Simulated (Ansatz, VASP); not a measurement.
## Cross-check of Mg4Si13O30 (glassy 76SiO2-24MgO (mol %)) between VASP and Ansatz

Aim: how closely do two programs agree when they are given the same cell, functional and k mesh? Of the first pair: The structure shown is the start of the Ansatz relaxation below; VASP solves that cell, so the two are compared at the walk's first step.

Method: plane waves, with VASP 6.6.1 beside it; single point at revPBE, in Ansatz 0.2.0.

## (1) Set-up

The cell holds 94 atoms: 26 Si, 8 Mg and 60 O. Its edges and angles: a = 10.793 Å, b = 10.793 Å, c = 10.793 Å, α = 90.0°, β = 90.0°, γ = 90.0°. As first built, before any earlier steps moved the atoms (in the runner's words): 94 atoms (26 Si, 8 Mg, 60 O) placed at random at 2.34 g/cm^3, melted at 4000 K for 10 ps at fixed volume with the Morse and Coulomb pair potential with partial charges (Pedone, Malavasi, Menziani, Cormack and Segre, J. Phys. Chem. B 110, 11780 (2006)). Quenched from 4000 K to 300 K at 50 K/ps and fixed volume, held 10 ps at zero pressure.

## (2) Ansatz: relaxation, revPBE

Ansatz runs on its default PAW (the set named soft_2) files.

The two programs are compared at the cell with which this relaxation starts, whose forces are those of its first step.

The input, input.yaml:

```yaml
crystal:
  lattice:
    - [10.79285, 0.0, 0.0]
    - [0.0, 10.79285, 0.0]
    - [0.0, 0.0, 10.79285]
  atoms:
    - { symbol: Si, position: [0.38818, 0.31951, 0.76094] }
    - { symbol: Si, position: [0.1954, 0.4556, 0.92068] }
    - { symbol: Si, position: [0.16508, 0.11978, 0.77826] }
    - { symbol: Si, position: [0.11286, 0.99338, 0.29121] }
    - { symbol: Si, position: [0.04081, 0.45458, 0.66265] }
    - { symbol: Si, position: [0.87591, 0.18505, 0.83848] }
    - { symbol: Si, position: [0.73254, 0.96965, 0.7749] }
    - { symbol: Si, position: [0.7998, 0.25078, 0.22729] }
    - { symbol: Si, position: [0.06751, 0.34681, 0.16907] }
    - { symbol: Si, position: [0.68176, 0.32538, 0.47582] }
    - { symbol: Si, position: [0.66968, 0.35156, 0.75813] }
    - { symbol: Si, position: [0.30771, 0.28256, 0.31369] }
    - { symbol: Si, position: [0.69582, 0.98962, 0.30051] }
    - { symbol: Si, position: [0.53881, 0.33655, 0.1247] }
    - { symbol: Si, position: [0.1543, 0.85027, 0.65932] }
    - { symbol: Si, position: [0.30063, 0.47794, 0.53017] }
    - { symbol: Si, position: [0.01616, 0.61534, 0.28943] }
    - { symbol: Si, position: [0.22553, 0.98034, 0.03182] }
    - { symbol: Si, position: [0.60533, 0.6399, 0.80494] }
    - { symbol: Si, position: [0.85542, 0.76728, 0.89316] }
    - { symbol: Si, position: [0.53335, 0.62906, 0.07706] }
    - { symbol: Si, position: [0.77949, 0.74884, 0.16206] }
    - { symbol: Si, position: [0.93467, 0.68629, 0.55974] }
    - { symbol: Si, position: [0.13882, 0.72586, 0.90858] }
    - { symbol: Si, position: [0.70503, 0.84993, 0.52028] }
    - { symbol: Si, position: [0.47477, 0.09479, 0.43222] }
    - { symbol: Mg, position: [0.25391, 0.73533, 0.40525] }
    - { symbol: Mg, position: [0.88918, 0.00143, 0.10552] }
    - { symbol: Mg, position: [0.44431, 0.83688, 0.60087] }
    - { symbol: Mg, position: [0.54142, 0.60036, 0.45466] }
[... 58 atom lines left out ...]
    - { symbol: O, position: [0.70746, 0.33384, 0.61372] }
    - { symbol: O, position: [0.93775, 0.27089, 0.1808] }
    - { symbol: O, position: [0.15217, 0.99572, 0.69388] }
    - { symbol: O, position: [0.02003, 0.1775, 0.79412] }
    - { symbol: O, position: [0.14884, 0.67604, 0.25794] }
    - { symbol: O, position: [0.54571, 0.69202, 0.68663] }
kpoints:
  mp_grid: { grid: [1, 1, 1] }
hamiltonian:
  xc: revpbe
scf:
  occupations: { method: fixed }
output:
  forces: true
relax:
  f_tol: 0.05
  max_steps: 150
  cell: {}
```

On the command line:

```console
ansatz run input.yaml --threads 4 --pin off --max-ram 8192MiB --backend cpu --events-out ev --progress --plain --runs-dir out
```

Numbers of over 12 decimals in the logs are rounded to 6 here.

What it wrote:

```text
Engine: ansatz 0.2.0, x86_64-unknown-linux-gnu
Pseudopotentials: kind: paw
Pseudopotential: Si, paw, valence charge 4, recommended cutoff 420 eV (normal), Si.paw.azcp
Pseudopotential: Mg, paw, valence charge 10, recommended cutoff 420 eV (normal), Mg.paw.azcp
Pseudopotential: O, paw, valence charge 6, recommended cutoff 420 eV (normal), O.paw.azcp
Functional definition: revPBE
  parameter kappa = 1.245
  parameter beta = 0.066725
  exchange = pbe_x(kappa = kappa, mu = beta*pi^2/3)
  correlation = pbe_c(beta = beta)
Crystal: 94 atoms, lattice volume = 1257.212 Å³
Basis set: ecut = 420 eV, 24573 PW (Γ), exchange–correlation on 150×150×150 points (8 copies of the dense FFT grid, shifted against one another)
Bands: 366, of which v1, the nominal top of the filled ones, is band 272 counted from 1 (271 counted from 0)
Symmetry: 1 space group operations
Space group: P1 (ITA 1), of the structure as read, at distance tolerance 1.1e-4 Å
k-points: 1
Non-local potential: Si, projectors of the file, l = 0: 2, l = 1: 2, l = 2: 2
Non-local potential: Mg, projectors of the file, l = 0: 3, l = 1: 2, l = 2: 1
Non-local potential: O, projectors of the file, l = 0: 2, l = 1: 2, l = 2: 1
PAW form: soft (Blöchl's): semilocal exchange-correlation on the pseudo side does not see the compensation charge
PAW frozen core: Si, regenerated for the run's functional, and the local potential with it (the file was generated under x = pbe(κ = 0.804, μ = 0.219515), c = pbe(β = 0.066725))
PAW frozen core: Mg, regenerated for the run's functional, and the local potential with it (the file was generated under x = pbe(κ = 0.804, μ = 0.219515), c = pbe(β = 0.066725))
PAW frozen core: O, regenerated for the run's functional, and the local potential with it (the file was generated under x = pbe(κ = 0.804, μ = 0.219515), c = pbe(β = 0.066725))
PAW one-centre angular grid: Si, 110 points (default); XC on 64 Gauss nodes
PAW one-centre angular grid: Mg, 110 points (default); XC on 64 Gauss nodes
PAW one-centre angular grid: O, 110 points (default); XC on 64 Gauss nodes
Initial density: superposition of atomic densities (neutral atoms: chi_scale 0, normalization atom), corrected by the library's trained network
Initial wavefunctions: pseudopotential atomic-orbital guess
Functional: x = revpbe(κ = 1.245, μ = 0.219515), c = pbe(β = 0.066725)
SCF iter   1: F=—  HF=-66211.096443 eV  |F-HF|=—  |Δ(HF+E_count)|=         —  Δρ=3.72e-3  dr2=2.30e-1  ethr=1.77e-3  ⟨swp⟩=5.0  Hψ=1268  notcnv=0  defer=92
preconditioner: auto → Resta (q_TF=auto, 2.373 Å⁻¹)  ε∞=3.0  [insulator: Δε(μ)=2.684 eV  Ē_g=16.199 eV  n_scr=256 (ndim 8)  ℏωp=22.9 eV  f_vac=0.155  ε∞_Penn≈3.0]
SCF iter   2: F=—  HF=-66211.065861 eV  |F-HF|=—  |Δ(HF+E_count)|=   3.06e-2  Δρ=1.95e-3  dr2=4.43e-2  ethr=4.23e-5  ⟨swp⟩=2.0  Hψ=637  notcnv=0  defer=92
SCF iter   3: F=—  HF=-66211.069758 eV  |F-HF|=—  |Δ(HF+E_count)|=   3.90e-3  Δρ=7.40e-4  dr2=1.23e-2  ethr=8.14e-6  ⟨swp⟩=3.0  Hψ=469  notcnv=0  defer=81
automatic band count: iteration 3 solves 355 bands in place of 366: the levels show a gap, and the empty bands left out lie too high to hold charge; the band table lists the bands solved (type scf.n_extra_bands for more)
SCF iter   4: F=—  HF=-66211.071615 eV  |F-HF|=—  |Δ(HF+E_count)|=   1.86e-3  Δρ=2.70e-4  dr2=9.68e-4  ethr=2.27e-6  ⟨swp⟩=3.0  Hψ=469  notcnv=0  defer=81
SCF iter   5: F=—  HF=-66211.072186 eV  |F-HF|=—  |Δ(HF+E_count)|=   5.71e-4  Δρ=1.44e-4  dr2=2.39e-4  ethr=1.78e-7  ⟨swp⟩=2.0  Hψ=537  notcnv=0  defer=81
SCF iter   6: F=—  HF=-66211.072279 eV  |F-HF|=—  |Δ(HF+E_count)|=   9.34e-5  Δρ=4.24e-5  dr2=2.07e-5  ethr=4.39e-8  ⟨swp⟩=2.0  Hψ=483  notcnv=0  defer=81
SCF iter   7: F=—  HF=-66211.070680 eV  |F-HF|=—  |Δ(HF+E_count)|=   1.60e-3  Δρ=1.83e-5  dr2=3.83e-6  ethr=3.81e-9  ⟨swp⟩=2.0  Hψ=626  notcnv=0  defer=79
SCF iter   8: F=—  HF=-66211.070685 eV  |F-HF|=—  |Δ(HF+E_count)|=   5.04e-6  Δρ=1.03e-5  dr2=1.10e-6  ethr=7.05e-10  ⟨swp⟩=3.0  Hψ=482  notcnv=0  defer=80
SCF iter   9: F=-66211.070685 eV  HF=-66211.070685 eV  |F-HF|=9.67e-8  |Δ(HF+E_count)|=   5.77e-7  Δρ=2.57e-6  dr2=8.58e-8  ethr=1.84e-11  ⟨swp⟩=3.0  Hψ=1358  notcnv=0
SCF 1 converged in 9 iterations: F = -66211.070685 eV  dr2 = 8.58e-8
  greatest PAW one-centre occupation: 1.000 electrons in one spin orbital (limit 2), on the Mg atom at site 32 (counted from 0), in its partial waves of l = 0
relax step   1: F+E_penalty+E_count = -66211.07068534 eV  Δ(F+E_penalty+E_count) = +0.000e0 eV  max|allowed force component| = 5.000e0 eV/Å  Δτ_max = 0.0000 Å  P = +5.855 GPa  Ω = 1257.212 Å³  (9 SCF iters, dr2 threshold 1.00e-7 eV, accepted)
Crystal: 94 atoms, lattice volume = 1281.156 Å³
Basis set: ecut = 420 eV, 25035 PW (Γ), exchange–correlation on 150×150×150 points (8 copies of the dense FFT grid, shifted against one another)
[...]
atom  87  O      0.00528004     0.00294512    -0.00075584
  atom  88  O     -0.00044136     0.00358718    -0.00056685
  atom  89  O      0.00181511    -0.00043602    -0.00074988
  atom  90  O     -0.00383131     0.00306228     0.00609334
  atom  91  O      0.00392283    -0.00057279    -0.00024166
  atom  92  O     -0.00082817     0.00177057     0.00287694
  atom  93  O     -0.00379575     0.00595490     0.00102398
  atom  94  O      0.00301854    -0.00339591     0.00275227
  max |Σ_I F_I| component: 3.67e-5 eV/Å
--- Stress (GPa, compression-positive) ---
       -0.002102      -0.004158       0.008540
       -0.004157       0.009029      -0.014405
        0.008541      -0.014404       0.004699
  P = ⅓ Tr σ = 0.0039 GPa (0.039 kbar)
--- Relaxed structure (17 steps of the walk, 17 accepted, 3 SCFs on fresh bases) ---
  F+E_penalty+E_count = -66220.40948830 eV   max|allowed force component| = 1.277e-2 eV/Å   (the final SCF, on the basis selected at the relaxed cell)
  cell:  # Å, volume = 1309.0784 Å³
    - [10.274899, 0.269096, 0.042781]
    - [0.269096, 11.186817, -0.394595]
    - [0.042781, -0.394595, 11.410259]
  atoms:
    - { symbol: Si, position: [0.360085, 0.306389, 0.758458] }
    - { symbol: Si, position: [0.151210, 0.463100, 0.913093] }
    - { symbol: Si, position: [0.161898, 0.103075, 0.785308] }
    - { symbol: Si, position: [0.123988, 0.991290, 0.266977] }
    - { symbol: Si, position: [0.033110, 0.460267, 0.664040] }
    - { symbol: Si, position: [0.867777, 0.143895, 0.846364] }
    - { symbol: Si, position: [0.698345, 0.962043, 0.764853] }
    - { symbol: Si, position: [0.797486, 0.255822, 0.256802] }
    - { symbol: Si, position: [0.050460, 0.368036, 0.162497] }
    - { symbol: Si, position: [0.681339, 0.325544, 0.490824] }
    - { symbol: Si, position: [0.653846, 0.317743, 0.764464] }
    - { symbol: Si, position: [0.304633, 0.312777, 0.306394] }
    - { symbol: Si, position: [0.710057, 0.991487, 0.298200] }
    - { symbol: Si, position: [0.530692, 0.359097, 0.150341] }
    - { symbol: Si, position: [0.173135, 0.840975, 0.660354] }
    - { symbol: Si, position: [0.296105, 0.458504, 0.545904] }
    - { symbol: Si, position: [0.019341, 0.620570, 0.291401] }
    - { symbol: Si, position: [0.243209, 0.984759, 0.025288] }
    - { symbol: Si, position: [0.625559, 0.604211, 0.816451] }
    - { symbol: Si, position: [0.849152, 0.750056, 0.891024] }
    - { symbol: Si, position: [0.541179, 0.628499, 0.074376] }
    - { symbol: Si, position: [0.790889, 0.751782, 0.153617] }
    - { symbol: Si, position: [0.947802, 0.683516, 0.559197] }
    - { symbol: Si, position: [0.156275, 0.737259, 0.892814] }
    - { symbol: Si, position: [0.696674, 0.846588, 0.507288] }
    - { symbol: Si, position: [0.474519, 0.125504, 0.407899] }
    - { symbol: Mg, position: [0.244686, 0.687233, 0.429031] }
    - { symbol: Mg, position: [0.936043, 0.038080, 0.111280] }
    - { symbol: Mg, position: [0.445213, 0.899869, 0.566404] }
    - { symbol: Mg, position: [0.557983, 0.609060, 0.535423] }
    - { symbol: Mg, position: [1.012754, 0.223489, 0.465228] }
    - { symbol: Mg, position: [0.497057, 0.102883, 0.969170] }
    - { symbol: Mg, position: [0.246084, 0.745930, 0.150202] }
    - { symbol: Mg, position: [0.445682, 0.903063, 0.204245] }
    - { symbol: O, position: [0.564878, 0.783275, 0.461842] }
    - { symbol: O, position: [0.550353, 0.024805, 0.304405] }
    - { symbol: O, position: [0.395304, 0.984657, 0.059873] }
    - { symbol: O, position: [0.226740, 0.054829, 0.906014] }
    - { symbol: O, position: [0.277873, 0.817436, 0.553034] }
    - { symbol: O, position: [0.356586, 0.176248, 0.326244] }
    - { symbol: O, position: [0.580760, 0.228433, 0.430465] }
    - { symbol: O, position: [0.521730, 0.486880, 0.088473] }
    - { symbol: O, position: [0.267534, 0.191848, 0.735449] }
    - { symbol: O, position: [-0.00693255, 0.482297, 0.247420] }
    - { symbol: O, position: [0.196060, 0.837657, 0.00295281] }
    - { symbol: O, position: [0.821726, 0.279262, 0.402098] }
    - { symbol: O, position: [0.043997, 0.460641, 0.809230] }
    - { symbol: O, position: [0.780965, 0.848108, 0.813541] }
    - { symbol: O, position: [1.004748, 0.740924, 0.859594] }
    - { symbol: O, position: [0.924395, 0.569573, 0.635335] }
    - { symbol: O, position: [0.377029, 0.375658, 0.637192] }
    - { symbol: O, position: [0.190748, 0.606810, 0.950042] }
    - { symbol: O, position: [0.508836, 0.259073, 0.791551] }
    - { symbol: O, position: [1.030524, 0.639547, 0.436678] }
    - { symbol: O, position: [0.756172, 0.950504, 0.426101] }
    - { symbol: O, position: [0.437452, 0.724952, 0.145924] }
    - { symbol: O, position: [0.679384, 0.337650, 0.209834] }
    - { symbol: O, position: [0.810585, 0.056724, 0.737590] }
[...]
- { symbol: O, position: [0.430593, 0.057188, 0.515816] }
    - { symbol: O, position: [0.898154, 0.701587, 0.244495] }
    - { symbol: O, position: [0.701102, 0.288187, 0.626566] }
    - { symbol: O, position: [0.934155, 0.269133, 0.179099] }
    - { symbol: O, position: [0.151951, 0.985214, 0.693229] }
    - { symbol: O, position: [0.020390, 0.171210, 0.808556] }
    - { symbol: O, position: [0.168497, 0.651876, 0.262466] }
    - { symbol: O, position: [0.577905, 0.663005, 0.700202] }
```

The column dr2 measures how far the density is from self-consistency, as an energy; F and HF (Harris–Foulkes) agree once it is small.

## (3) VASP: single point, revPBE, start cell, pair 1

The same cell, functional and mesh now go to VASP, with its own data sets.

Lines of VASP's logs that name or quote its potential files are left out, and so is its time.

The input, INCAR:

```
SYSTEM = Mg4Si13O30
PREC = Accurate
ENCUT = 520
EDIFF = 1E-06
NELM = 120
ISMEAR = 0
SIGMA = 0.01
LREAL = Auto
ALGO = Normal
GGA = RE
NBANDS = 312
LORBIT = 11
LWAVE = .FALSE.
LCHARG = .FALSE.
ISIF = 2
LASPH = .TRUE.
GGA_COMPAT = .FALSE.
EFERMI = MIDGAP
NCORE = 2
```

The input, POSCAR:

```
Mg4Si13O30
1.0
   10.7928500000      0.0000000000      0.0000000000
    0.0000000000     10.7928500000      0.0000000000
    0.0000000000      0.0000000000     10.7928500000
Si Mg O
26 8 60
Direct
    0.3881829174      0.3195078223      0.7609389550
    0.1953978792      0.4555979190      0.9206836007
    0.1650815123      0.1197830045      0.7782559750
    0.1128617557      0.9933798765      0.2912113112
    0.0408140575      0.4545787257      0.6626516629
    0.8759132203      0.1850484348      0.8384810314
    0.7325405245      0.9696512043      0.7749019026
    0.7997980144      0.2507771349      0.2272893629
    0.0675076555      0.3468129363      0.1690656314
    0.6817569039      0.3253820817      0.4758242726
    0.6696840964      0.3515568177      0.7581315408
    0.3077129766      0.2825574339      0.3136891553
    0.6958217709      0.9896181268      0.3005137661
    0.5388104162      0.3365468806      0.1247029283
    0.1542965945      0.8502666117      0.6593161213
    0.3006342162      0.4779367822      0.5301658042
    0.0161588459      0.6153425648      0.2894323557
    0.2255289381      0.9803434681      0.0318173606
    0.6053266746      0.6398958570      0.8049403077
    0.8554181704      0.7672764840      0.8931561172
    0.5333530995      0.6290646122      0.0770602760
    0.7794882723      0.7488383513      0.1620609941
    0.9346743446      0.6862876812      0.5597409396
    0.1388233877      0.7258601759      0.9085829971
    0.7050315718      0.8499330575      0.5202796296
    0.4747680177      0.0947942388      0.4322213317
    0.2539088378      0.7353294079      0.4052497718
    0.8891812635      0.0014268706      0.1055235642
    0.4443126700      0.8368781184      0.6008700204
    0.5414232571      0.6003604238      0.4546621143
[... 58 atom lines left out ...]
    0.7074591049      0.3338413857      0.6137211209
    0.9377504552      0.2708923037      0.1807956193
    0.1521655540      0.9957240210      0.6938760383
    0.0200317803      0.1774971393      0.7941183283
    0.1488392779      0.6760401562      0.2579392839
    0.5457131342      0.6920229596      0.6866305007
```

The input, KPOINTS:

```
Automatic mesh
0
Gamma
1 1 1
0 0 0
```

The projector-augmented-wave data sets are Si, Mg and O (PBE family, release 64).

On the command line:

```console
mpirun -np 8 vasp_gam
```

What it wrote:

```text
[banner, memory and clock lines left out]
running    8 mpi-ranks, on    1 nodes
[...]
|                                                                             |
|               ----> ADVICE to this user running VASP <----                  |
|                                                                             |
|     You enforced a specific xc type in the INCAR file but a different       |
|     [... a line on the potential file left out ...]
|     I HOPE YOU KNOW WHAT YOU ARE DOING!                                     |
|                                                                             |

 LDA part: xc-table for (Slater+PW92), standard interpolation
 POSCAR, INCAR and KPOINTS ok, starting setup
[...]
entering main loop
       N       E                     dE             d eps       ncg     rms          rms(c)
DAV:   1     0.431574138697E+04    0.43157E+04   -0.28125E+05   640   0.150E+03
DAV:   2    -0.386547326899E+03   -0.47023E+04   -0.45388E+04   768   0.363E+02
DAV:   3    -0.767528109485E+03   -0.38098E+03   -0.37835E+03   736   0.110E+02
DAV:   4    -0.774889941456E+03   -0.73618E+01   -0.73301E+01   752   0.166E+01
[...]
DAV:  17    -0.667632203731E+03    0.15963E-05   -0.70200E-05   752   0.253E-02    0.162E-02
DAV:  18    -0.667632204429E+03   -0.69811E-06   -0.45090E-05   728   0.188E-02    0.784E-03
DAV:  19    -0.667632205426E+03   -0.99682E-06   -0.77219E-06   728   0.750E-03
   1 F= -.66763221E+03 E0= -.66763221E+03  d E =0.000000E+00
```

From OUTCAR (step 3):

```text
  Total       17.9145071     40.1469458     73.9019495      6.1318508     -5.9523710     10.2228163
  in kB       22.8300584     51.1628431     94.1798629      7.8143658     -7.5856386     13.0278489
  external PRESSURE =      56.0575881 kB  Pullay stress =       0.0000000 kB

 POSITION                                       TOTAL-FORCE (eV/Angst)
 -----------------------------------------------------------------------------------
      4.18960      3.44840      8.21270        -1.639061      0.483111     -0.881951
      2.10890      4.91720      9.93680        -1.024827     -2.396867     -1.005784
      1.78170      1.29280      8.39960        -2.127113      0.429960     -0.051909
      1.21810     10.72140      3.14300        -0.209118     -2.223249     -1.622137
      0.44050      4.90620      7.15190         2.577756     -1.046638     -1.125493
      9.45360      1.99720      9.04960        -0.342181     -1.267313      0.306111
      7.90620     10.46530      8.36340         0.434580      0.655069      3.840872
      8.63210      2.70660      2.45310        -2.949678      0.174131      0.409150
[...]
2.77150      7.55390      1.35070        -0.593815     -0.045073     -0.040614
      4.53890      9.73190      2.39540        -0.709859      0.675081      0.060924
      6.31800      8.51730      4.90020        -1.530827     -1.023019      0.137501
      5.88730      0.17670      3.40150        -0.396288     -1.039010     -1.625915
      3.98390     10.51710      0.59430         2.571925     -0.728273      0.567230
[...]
-----------------------------------------------------------------------------------
    total drift:                               -0.005743     -0.027016      0.007188

  FREE ENERGIE OF THE ION-ELECTRON SYSTEM (eV)
  ---------------------------------------------------
  free  energy   TOTEN  =      -667.6322054256 eV

  energy  without entropy=     -667.6322054256  energy(sigma->0) =     -667.63220543

[... 3 further parts left out ...]
[key lines of the parts left out:]
E-fermi :   4.1596
```

The run ends at a pressure of 5.61 GPa, with forces up to 6.0 eV/Å.

## (4) Differences

Known differences besides the potentials themselves: fixed occupations in Ansatz, narrow Gaussian smearing in VASP; the data sets hold 544 valence electrons in Ansatz (on its default PAW (the set named soft_2) files) and 480 in VASP; the cutoff is 420 eV in Ansatz and 520 eV in VASP (PREC = Accurate, projectors in real space); Ansatz makes its cores anew for this functional, VASP keeps those of its PBE data sets. Total energies have different zeros and are not compared.

Forces on 10 of the 94 atoms, those with the largest forces and the largest differences (eV/Å; atoms numbered as in POSCAR):

```
atom          Ansatz x, y, z            VASP x, y, z
 Si7     0.426, 0.679, 3.906     0.435, 0.655, 3.841
Si10  -3.284, -0.846, -5.000  -3.251, -0.910, -4.991
Si12    4.946, -0.423, 0.838    4.921, -0.440, 0.837
Si16   -1.296, -3.403, 1.684   -1.291, -3.438, 1.692
 O55     1.710, 0.165, 3.272     1.703, 0.144, 3.308
 O64   -0.770, 1.212, -0.477   -0.810, 1.289, -0.492
 O80   -0.217, -0.604, 2.296   -0.214, -0.659, 2.384
 O82    1.851, 3.427, -1.385    1.880, 3.480, -1.409
 O89    1.387, -0.711, 3.779    1.357, -0.722, 3.789
 O94   -1.899, 1.456, -2.494   -1.948, 1.508, -2.566
```

The forces differ by 27 meV/Å r.m.s., which is 2.1 % of the r.m.s. force of 1.296 eV/Å (both taken over all components).

[end of part 1 of 2]

[Lines on the potential files, build, host, timing and source positions are cut from VASP's logs without a mark.]

[Logs are printed without paths, hosts, clocks, repeated set-up lines and the standing remarks that a program may print on its own settings, such as how far it seeks lower states.]

[Hosts, paths, dates, database ids (printed as entryN), source tags and the programs' standing remarks are cut or masked in the printed files.]
